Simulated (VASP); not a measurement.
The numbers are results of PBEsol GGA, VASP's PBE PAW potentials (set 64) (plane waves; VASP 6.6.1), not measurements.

A VASP calculation is set up with these files.

### POSCAR
```
Cd4SSe3
1
    0.0000000000     3.0076157982     3.0076157982
    3.0076157982     0.0000000000     3.0076157982
   12.0331969100    12.0331969100    -0.0027337171
Cd Se S
4 3 1
Direct
  0.0100850088   0.0100850088   0.9924362434
  0.0032151407   0.0032151407   0.2475886444
  0.9971545764   0.9971545764   0.5021340677
  0.9897174815   0.9897174815   0.7577118889
  0.2553320513   0.2553320513   0.0585009614
  0.2493709947   0.2493709947   0.3129717539
  0.2426426036   0.2426426036   0.5680180473
  0.2524821427   0.2524821427   0.8106383930
```

**INCAR**
```
! general
SYSTEM =Cd4SSe3
PREC   =Accurate
ENCUT  =400
LREAL  =F   ! projection in real space or not
LASPH  =T   ! aspherical one-centre terms
ICHARG =11   ! fixed density

! electronic loop
EDIFF  =1E-7
NELM   =100   ! most electronic steps
ALGO   =Normal
LMAXMIX=4

! smearing
ISMEAR =0
SIGMA  =0.05   ! width (eV)

! functional
GGA    =PS

! output
LWAVE  =F
LCHARG =F
LORBIT =11   ! lm-projected
```

### KPOINTS
```
k-points along high-symmetry lines
12
Line-mode
Reciprocal
  0.000000   0.000000   0.000000 ! GAMMA
  0.000000   0.000000  -0.500000 ! T

  0.000000   0.000000  -0.500000 ! T
 -0.328125   0.328125  -0.500000 ! H_2

 -0.343750   0.328125  -0.187500 ! H_0
  0.000000   0.500000   0.500000 ! L

  0.000000   0.500000   0.500000 ! L
  0.000000   0.000000   0.000000 ! GAMMA

  0.000000   0.000000   0.000000 ! GAMMA
 -0.335938   0.335938   0.000000 ! S_0

 -0.335937   0.328125  -0.343750 ! S_2
 -0.500000   0.000000  -1.000000 ! F

 -0.500000   0.000000  -1.000000 ! F
  0.000000   0.000000   0.000000 ! GAMMA
```

POTCAR, in this order: Cd Se S (PBE.64 set). Program: vasp_std. Read from the step before: CHGCAR.

Output of the run:

OSZICAR:
```
       N       E                     dE             d eps       ncg     rms          rms(c)
DAV:   1     0.449399127940E+03    0.44940E+03   -0.30667E+04  7248   0.123E+03
DAV:   2     0.538608619565E+01   -0.44401E+03   -0.43622E+03  8161   0.338E+02
DAV:   3    -0.210994374454E+02   -0.26486E+02   -0.26312E+02  8340   0.805E+01
DAV:   4    -0.214347540034E+02   -0.33532E+00   -0.33455E+00  8169   0.823E+00
DAV:   5    -0.214398986748E+02   -0.51447E-02   -0.51425E-02  8375   0.908E-01
DAV:   6    -0.214400237864E+02   -0.12511E-03   -0.12509E-03  8178   0.134E-01
DAV:   7    -0.214400285270E+02   -0.47406E-05   -0.47400E-05  8356   0.226E-02
DAV:   8    -0.214400287337E+02   -0.20670E-06   -0.20662E-06  6787   0.423E-03
DAV:   9    -0.214400287438E+02   -0.10064E-07   -0.10078E-07  5464   0.927E-04
   1 F= -.21440029E+02 E0= -.21440029E+02  d E =-.796359E-12
```

### OUTCAR
```
 val. band max:        0.9985206704   @ k =   0.0000   0.0000   0.0000

 cond. band min:       1.5188993467   @ k =   0.0000   0.0000   0.0000



 k-point     1 :       0.0000    0.0000    0.0000
  band No.  band energies     occupation
      1     -11.6563      2.00000
      2     -11.4687      2.00000
      3     -11.4426      2.00000
      4     -11.2419      2.00000
      5      -6.9888      2.00000
      6      -6.9888      2.00000
      7      -6.9555      2.00000
      8      -6.9020      2.00000
      9      -6.9020      2.00000
     10      -6.8589      2.00000
     11      -6.8589      2.00000
     12      -6.8343      2.00000
     13      -6.8343      2.00000
     14      -6.7527      2.00000
     15      -6.7143      2.00000
     16      -6.5885      2.00000
     17      -6.5885      2.00000
     18      -6.5363      2.00000
     19      -6.5363      2.00000
     20      -6.5196      2.00000
     21      -6.5196      2.00000
     22      -6.5034      2.00000
     23      -6.5034      2.00000
     24      -6.2307      2.00000
     25      -3.5518      2.00000
     26      -1.8124      2.00000
     27      -1.7167      2.00000
     28      -0.0153      2.00000
     29      -0.0153      2.00000
     30       0.4783      2.00000
     31       0.4783      2.00000
     32       0.6663      2.00000
     33       0.6663      2.00000
     34       0.8991      2.00000
     35       0.9985      2.00000
     36       0.9985      2.00000
     37       1.5189      0.00000
     38       3.1284      0.00000
     39       3.3183      0.00000
     40       3.4233      0.00000
     41       6.7185      0.00000
     42       6.8141      0.00000
     43       6.9153      0.00000

 k-point     2 :       0.0000    0.0000   -0.0455
  band No.  band energies     occupation
      1     -11.6559      2.00000
      2     -11.4746      2.00000
      3     -11.4367      2.00000
      4     -11.2424      2.00000
      5      -6.9887      2.00000
      6      -6.9887      2.00000
...
```

The density is held fixed in this step, so its total energy and stress have no physical meaning.

The structure was generated: Cd4SSe3 was put into an ordered model structure (R3m), which need not be its known phase. It was relaxed first.
